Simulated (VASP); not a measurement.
Data:

```
CELL_PARAMETERS angstrom
      0.00000     2.60000     2.60000
      2.60000     0.00000     2.60000
      2.60000     2.60000     0.00000
ATOMIC_POSITIONS crystal
  Mg 0.00000 0.00000 0.00000
  S  0.50000 0.50000 0.50000
```

Calculation: PBE GGA, VASP's PBE PAW potentials (set 64) (plane waves; VASP). Run with 520 eV cut-off, 8×8×8 Γ-centred mesh, Gaussian smearing of 0.050 eV, potentials Mg_pv S.

**Question.** Give the stress tensor in GPa (positive for a compressed cell).

**Answer.** 
```
1.24  0.00  0.00
0.00  1.24  0.00
0.00  0.00  1.24
```
The pressure is its mean diagonal, 1.24 GPa.

The compound is MgS in the rock salt structure. The cell was not relaxed at this level. The run is one of a series of settings (ENCUT = 520, POTCAR Mg_pv S (PBE.64 set) against the base run), some of them coarse on purpose.
